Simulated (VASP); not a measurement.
# TcPd: structure and properties in VASP, part 4 of 4

What structure does TcPd take at this level, and what are its properties? The cell is invented: it takes the structure of a Materials Project entry for TcPt (space group 166 there), with some of its atoms replaced by other elements, volume scaled by an estimate. It may not be a known or stable phase.

VASP 6.6.1; RPBE; plane waves and PAW (Pd, Tc_pv); invented cell.

Still holding for the runs below: This run has no spin polarisation. Its electron count is odd, so without a moment it is a metal by construction. The k-mesh is coarse for a metal.

So far. Step 5 (Density of states (RPBE)): The finer mesh and the other smearing move the Fermi level by -0.05 eV from the 8×8×8 run, one measure of the sampling error in the zero of the bands above. Of the states within 0.3 eV of the Fermi level, the largest shares in the PAW spheres are Tc d 56 % and Pd d 30 %. The rest lies in smaller channels or between the spheres. The relaxed cell has a = 2.734, c = 13.777 Å (conventional setting).

## Step 7: Zone-centre phonons (RPBE)

Zone-centre modes test whether the atoms sit at a minimum within this cell. IBRION = 8 takes the force constants from linear response, which needs tightly converged orbitals.

INCAR

```
SYSTEM = TcPd
PREC = Accurate
ENCUT = 400
EDIFF = 1E-08
NELM = 100
ISMEAR = -1
SIGMA = 0.05
LREAL = .FALSE.
ALGO = Normal
GGA = RP
LORBIT = 11
LWAVE = .FALSE.
LCHARG = .FALSE.
IBRION = 8
ISIF = 2
```

POSCAR

```
TcPd
1.0
    1.3668886981      0.7891735332      4.5922312875
   -1.3668886981      0.7891735332      4.5922312875
    0.0000000000     -1.5783470663      4.5922312875
Pd Tc
1 1
Direct
    0.0000000000      0.0000000000      0.0000000000
    0.5000000000      0.5000000000      0.5000000000
```

KPOINTS

```
Automatic mesh
0
Gamma
8 8 8
0 0 0
```

PAW data sets: Pd and Tc_pv (PBE family, release 64).

The run is started by

```bash
$ mpirun -np 1 vasp_std
```

The log of the run:

```text
[... set-up lines as in an earlier step ...]
 entering main loop
       N       E                     dE             d eps       ncg     rms          rms(c)
[... 11 cycles as in an earlier step ...]
DAV:  12    -0.141360734319E+02   -0.14813E-05   -0.48242E-06  2165   0.203E-02    0.502E-03
DAV:  13    -0.141360723526E+02    0.10793E-05   -0.63193E-07  2062   0.799E-03    0.624E-04
DAV:  14    -0.141360723140E+02    0.38622E-07   -0.11731E-08  1460   0.927E-04    0.340E-04
DAV:  15    -0.141360722419E+02    0.72116E-07   -0.27179E-09  1038   0.504E-04    0.731E-05
DAV:  16    -0.141360722445E+02   -0.26043E-08   -0.25988E-10   989   0.131E-04
   1 F= -.14136072E+02 E0= -.14127691E+02  d E =-.167630E-01
 Linear response reoptimize wavefunctions to high precision
DAV:   1    -0.141360722389E+02    0.55738E-08   -0.81554E-11  1017   0.804E-05
DAV:   2    -0.141360722389E+02   -0.60481E-10   -0.16549E-11   982   0.293E-05
 Linear response DOF=           4
 Linear response progress:
  Degree of freedom:   1/  4
       N       E                     dE             d eps       ncg     rms          rms(c)
RMM:   1    -0.242437722576E+00   -0.24244E+00   -0.24805E-01  7158   0.355E+00
RMM:   2    -0.241103240163E+00    0.13345E-02   -0.56020E-03  6578   0.514E-01    0.113E-01
RMM:   3    -0.240588834669E+00    0.51441E-03   -0.33272E-04  6525   0.137E-01    0.645E-02
RMM:   4    -0.240301328198E+00    0.28751E-03   -0.72171E-04  6782   0.159E-01    0.196E-02
RMM:   5    -0.240282772030E+00    0.18556E-04   -0.95244E-06  6769   0.272E-02    0.152E-02
RMM:   6    -0.240160583534E+00    0.12219E-03   -0.14415E-05  6450   0.238E-02    0.621E-03
RMM:   7    -0.240132984487E+00    0.27599E-04   -0.17475E-06  6523   0.773E-03    0.266E-03
RMM:   8    -0.240130595522E+00    0.23890E-05    0.23889E-07  6880   0.451E-03    0.674E-04
RMM:   9    -0.240130002530E+00    0.59299E-06    0.89221E-07  6760   0.152E-03    0.132E-04
RMM:  10    -0.240128912053E+00    0.10905E-05    0.15132E-08  7425   0.390E-04    0.108E-04
RMM:  11    -0.240128208955E+00    0.70310E-06   -0.16422E-08  7003   0.123E-04    0.735E-05
RMM:  12    -0.240127704798E+00    0.50416E-06   -0.67552E-09  6528   0.125E-04    0.597E-06
RMM:  13    -0.240127657378E+00    0.47420E-07    0.59576E-09  7259   0.304E-05    0.163E-06
RMM:  14    -0.240127643852E+00    0.13526E-07    0.16575E-09  6837   0.102E-05    0.190E-06
RMM:  15    -0.240127656416E+00   -0.12563E-07   -0.30063E-09  5107   0.400E-06    0.629E-07
RMM:  16    -0.240127661705E+00   -0.52899E-08    0.10786E-09  3408   0.185E-06    0.875E-08
 first order change of Fermi-energy  -0.36943E-03
 force on displaced ion       1 direction 1 :  -2.028  -0.000   0.000
 Linear response progress:
  Degree of freedom:   2/  4
       N       E                     dE             d eps       ncg     rms          rms(c)
RMM:   1    -0.277678176688E+00   -0.27768E+00   -0.25458E-01  3473   0.377E+00
RMM:   2    -0.273176750895E+00    0.45014E-02   -0.16206E-02  2860   0.820E-01    0.993E-02
RMM:   3    -0.273477992777E+00   -0.30124E-03   -0.74087E-04  2850   0.199E-01    0.589E-02
RMM:   4    -0.273641191736E+00   -0.16320E-03   -0.10184E-04  2843   0.796E-02    0.253E-02
RMM:   5    -0.273731714877E+00   -0.90523E-04   -0.44315E-05  2801   0.511E-02    0.264E-02
RMM:   6    -0.273763866838E+00   -0.32152E-04   -0.15748E-05  2782   0.331E-02    0.413E-03
RMM:   7    -0.273736440762E+00    0.27426E-04   -0.13152E-06  2913   0.107E-02    0.161E-03
RMM:   8    -0.273732874919E+00    0.35658E-05   -0.11541E-07  3005   0.307E-03    0.476E-04
RMM:   9    -0.273728328694E+00    0.45462E-05   -0.29431E-08  3006   0.104E-03    0.201E-04
RMM:  10    -0.273725614882E+00    0.27138E-05   -0.26442E-09  2999   0.461E-04    0.525E-05
RMM:  11    -0.273725062987E+00    0.55190E-06   -0.24199E-09  3037   0.181E-04    0.243E-05
RMM:  12    -0.273725177769E+00   -0.11478E-06   -0.20077E-09  2965   0.822E-05    0.916E-06
RMM:  13    -0.273725086847E+00    0.90921E-07   -0.18482E-09  2861   0.276E-05    0.218E-06
RMM:  14    -0.273725093690E+00   -0.68429E-08    0.27104E-10  3027   0.105E-05    0.113E-06
 first order change of Fermi-energy   0.45402E-03
 force on displaced ion       1 direction 3 :   0.000  -0.000  -6.231
 Linear response progress:
  Degree of freedom:   3/  4
       N       E                     dE             d eps       ncg     rms          rms(c)
RMM:   1    -0.830336900327E+00   -0.83034E+00   -0.40000E+00  4843   0.418E+01
RMM:   2    -0.920413680721E+00   -0.90077E-01   -0.14588E-01  6554   0.335E+00    0.141E-01
RMM:   3    -0.917909473098E+00    0.25042E-02   -0.20197E-03  6459   0.433E-01    0.682E-02
RMM:   4    -0.915787241476E+00    0.21222E-02   -0.53956E-04  7134   0.212E-01    0.225E-02
RMM:   5    -0.915351500775E+00    0.43574E-03   -0.51420E-05  7599   0.606E-02    0.340E-03
RMM:   6    -0.915307902504E+00    0.43598E-04   -0.13984E-05  8023   0.233E-02    0.384E-03
RMM:   7    -0.915312236518E+00   -0.43340E-05   -0.33916E-06  7720   0.836E-03    0.804E-04
RMM:   8    -0.915375802148E+00   -0.63566E-04    0.12157E-07  7510   0.400E-03    0.611E-04
RMM:   9    -0.915373497643E+00    0.23045E-05   -0.13507E-07  8065   0.207E-03    0.726E-05
RMM:  10    -0.915373641925E+00   -0.14428E-06   -0.17150E-07  9159   0.730E-04    0.425E-05
RMM:  11    -0.915374446673E+00   -0.80475E-06   -0.48975E-08  8393   0.306E-04    0.127E-05
RMM:  12    -0.915374555867E+00   -0.10919E-06   -0.44588E-08  8620   0.147E-04    0.510E-06
RMM:  13    -0.915374502487E+00    0.53380E-07   -0.25841E-08  9174   0.729E-05    0.466E-06
RMM:  14    -0.915374558664E+00   -0.56177E-07   -0.27575E-08  8348   0.417E-05    0.199E-06
RMM:  15    -0.915374577858E+00   -0.19194E-07   -0.19043E-08  8291   0.236E-05    0.171E-06
RMM:  16    -0.915374621576E+00   -0.43718E-07   -0.16312E-08  7355   0.154E-05    0.754E-07
RMM:  17    -0.915374656002E+00   -0.34426E-07   -0.11188E-08  5754   0.909E-06    0.417E-07
RMM:  18    -0.915374675407E+00   -0.19405E-07   -0.69708E-09  5640   0.641E-06    0.211E-07
RMM:  19    -0.915374677989E+00   -0.25825E-08   -0.51763E-09  2302   0.383E-06    0.196E-07
 first order change of Fermi-energy   0.39103E-03
 force on displaced ion       2 direction 1 :  -2.029  -0.000  -0.000
 Linear response progress:
  Degree of freedom:   4/  4
       N       E                     dE             d eps       ncg     rms          rms(c)
RMM:   1    -0.987618556595E+00   -0.98762E+00   -0.39418E+00  2144   0.425E+01
RMM:   2    -0.108420456968E+01   -0.96586E-01   -0.15359E-01  2796   0.333E+00    0.135E-01
RMM:   3    -0.108276302276E+01    0.14415E-02   -0.15065E-03  2837   0.373E-01    0.692E-02
RMM:   4    -0.108117076476E+01    0.15923E-02   -0.41427E-04  2872   0.175E-01    0.246E-02
RMM:   5    -0.108109994603E+01    0.70819E-04   -0.38346E-05  3222   0.504E-02    0.164E-02
RMM:   6    -0.108087245133E+01    0.22749E-03   -0.14761E-05  2998   0.254E-02    0.672E-03
RMM:   7    -0.108070611803E+01    0.16633E-03   -0.18074E-06  3244   0.113E-02    0.169E-03
RMM:   8    -0.108073409721E+01   -0.27979E-04   -0.96853E-07  2998   0.585E-03    0.443E-04
RMM:   9    -0.108074328682E+01   -0.91896E-05   -0.33659E-07  3333   0.196E-03    0.222E-04
RMM:  10    -0.108074575622E+01   -0.24694E-05    0.31746E-08  3129   0.854E-04    0.739E-05
RMM:  11    -0.108074748747E+01   -0.17312E-05    0.13764E-07  3306   0.395E-04    0.130E-05
RMM:  12    -0.108074730078E+01    0.18669E-06    0.38047E-08  3674   0.160E-04    0.643E-06
RMM:  13    -0.108074701213E+01    0.28865E-06    0.29235E-08  3476   0.728E-05    0.371E-06
RMM:  14    -0.108074709952E+01   -0.87384E-07    0.31516E-08  3385   0.389E-05    0.232E-06
RMM:  15    -0.108074709287E+01    0.66453E-08    0.23659E-08  3305   0.185E-05    0.239E-06
 first order change of Fermi-energy  -0.18716E-03
 force on displaced ion       2 direction 3 :   0.000  -0.000  -6.239
 Linear response finished
```

Wall time 12 min (1 MPI rank of AMD EPYC 7R43, shared host); peak memory 0.28 GiB.

From OUTCAR (step 7):

```text
   NELECT =      23.0000    total number of electrons

  Total       -0.0022807     -0.0022807      0.0120793      0.0000000      0.0000000      0.0000000
  in kB       -0.1229422     -0.1229422      0.6511339      0.0000000      0.0000000      0.0000000
  external PRESSURE =       0.1350831 kB  Pullay stress =       0.0000000 kB

 Eigenvectors and eigenvalues of the dynamical matrix
 ----------------------------------------------------

   1 f  =    5.452342 THz    34.258076 2PiTHz  181.870559 cm-1    22.549065 meV
             X         Y         Z           dx          dy          dz
      0.000000  0.000000  0.000000    -0.000000   -0.000000   -0.693819
      0.000000  0.000000  6.888347     0.000000    0.000000    0.720149

   2 f  =    3.109567 THz    19.537989 2PiTHz  103.724005 cm-1    12.860132 meV
             X         Y         Z           dx          dy          dz
      0.000000  0.000000  0.000000    -0.693982   -0.000000    0.000000
      0.000000  0.000000  6.888347     0.719992    0.000000   -0.000000

   3 f  =    3.109567 THz    19.537988 2PiTHz  103.724002 cm-1    12.860131 meV
             X         Y         Z           dx          dy          dz
      0.000000  0.000000  0.000000     0.000000   -0.693982    0.000000
      0.000000  0.000000  6.888347    -0.000000    0.719992   -0.000000

   4 f/i=    0.000284 THz     0.001783 2PiTHz    0.009468 cm-1     0.001174 meV
             X         Y         Z           dx          dy          dz
      0.000000  0.000000  0.000000    -0.031338   -0.719310   -0.000000
      0.000000  0.000000  6.888347    -0.030206   -0.693324   -0.000000

   5 f/i=    0.000284 THz     0.001783 2PiTHz    0.009468 cm-1     0.001174 meV
             X         Y         Z           dx          dy          dz
      0.000000  0.000000  0.000000     0.719310   -0.031338   -0.000000
      0.000000  0.000000  6.888347     0.693324   -0.030206   -0.000000

   6 f/i=    0.001730 THz     0.010867 2PiTHz    0.057691 cm-1     0.007153 meV
             X         Y         Z           dx          dy          dz
      0.000000  0.000000  0.000000     0.000000   -0.000000    0.720149
      0.000000  0.000000  6.888347     0.000000   -0.000000    0.693819

 ELASTIC MODULI CONTR FROM IONIC RELAXATION (kBar)
 Direction    XX          YY          ZZ          XY          YZ          ZX
 --------------------------------------------------------------------------------
 XX           0.0000      0.0000      0.0000      0.0000      0.0000      0.0000
 YY           0.0000      0.0000      0.0000      0.0000      0.0000      0.0000
 ZZ           0.0000      0.0000      0.0000      0.0000      0.0000      0.0000
 XY           0.0000      0.0000      0.0000      0.0000      0.0000      0.0000
 YZ           0.0000      0.0000      0.0000      0.0000      0.0000      0.0000
 ZX           0.0000      0.0000      0.0000      0.0000      0.0000      0.0000
 --------------------------------------------------------------------------------

[... 9 parts as in an earlier step ...]

[... 3 further parts left out ...]
```

Energies printed during the response cycles are not total energies of the cell.

This step gave:

```
pressure of the cell      : 0.01351 GPa
largest force of the cell : 0 eV/Å
```

The modes at Γ (shares of kinetic energy by element, %):

| mode | frequency (cm⁻¹) | symmetry | Pd % | Tc % |
| --- | --- | --- | --- | --- |
| 1 | -0.1 | acoustic | 52 | 48 |
| 2 | 0.0 | acoustic | 52 | 48 |
| 3 | 0.0 | acoustic | 52 | 48 |
| 4 | 103.7 | Eu | 48 | 52 |
| 5 | 103.7 | Eu | 48 | 52 |
| 6 | 181.9 | A2u | 48 | 52 |

Displacements in mode 4 (103.7 cm⁻¹), the largest set to 1:
```
Pd1  0.00 -0.92  0.00
Tc2  0.00  1.00  0.00
```

Displacements in mode 6 (181.9 cm⁻¹), the largest set to 1:
```
Pd1  0.00  0.00 -0.92
Tc2  0.00  0.00  1.00
```

The three acoustic modes lie within 0.1 cm⁻¹ of zero, and all others are real. By the characters of their eigenvectors the optical modes sort into (cm⁻¹) infrared active: Eu 104, A2u 182.

## Step 8: Results

- relaxed volume: 14.86 Å³/atom
- relaxed conventional cell a, b, c: 2.734, 2.734, 13.777 Å; angles 90.0, 90.0, 120.0°
- space group after relaxing, within 0.02 Å: R-3m (No. 166)
- band gap: none, a metal
- DOS at the Fermi level: 2.23 states/eV/cell
- largest field gradient Vzz: 36.06 V/Å² on Pd1
- highest zone-centre mode: 182 cm⁻¹

What this shows: With RPBE, TcPd relaxes to 14.86 Å³/atom in space group R-3m (held by the symmetry of the run) and comes out as a metal. Band structure (RPBE): Of the bands kept, 4 cross the Fermi level on this path. Zone-centre phonons (RPBE): The highest mode in this list at Γ, 181.9 cm⁻¹, has its largest share on Tc (52 % of the kinetic energy). Spin-orbit coupling is left out; it would split some degenerate bands. The k-sampling is coarse for a metal, so the Fermi level, pressures and the shape of the cell carry errors. With an odd electron count and no spin the cell is a metal by construction. Modes at Γ alone can't show that the crystal is stable at other wave vectors. No search among competing phases was made. All values are for a static lattice at zero temperature.

[Lines on the potential files, build, host, timing and source positions are cut from VASP's logs without a mark.]

[Logs are printed without paths, hosts, clocks, repeated set-up lines and the standing remarks that a program may print on its own settings, such as how far it seeks lower states.]

[Hosts, paths, dates, database ids (printed as entryN), source tags and the programs' standing remarks are cut or masked in the printed files.]

[A measured line is paired with the nearest computed mode of its activity, which favours agreement.]
